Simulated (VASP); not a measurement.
```
CELL_PARAMETERS angstrom
      3.24994     0.00000     0.00000
     -1.62497     2.81453     0.00000
      0.00000     0.00000    19.23335
ATOMIC_POSITIONS crystal
  W  0.66667 0.33333 0.50000
  Se 0.33333 0.66667 0.58675
  Se 0.33333 0.66667 0.41325
```

Calculation: LDA (Ceperley-Alder, Perdew-Zunger), VASP's LDA PAW potentials (set 64) (plane waves; VASP). Settings: PREC = Normal, 400 eV cut-off, 12×12×1 Γ-centred mesh, Gaussian smearing of 0.050 eV, potentials W_sv Se.

Task: Estimate the energy per atom (σ→0).

Result: 
```json
{
  "energy per atom (σ→0)": "-8.041 eV/atom"
}
```

Total energies compare only between runs with the same potentials, cut-off and functional.

The cell is a sheet with vacuum, built from WSe2 (2H layered).
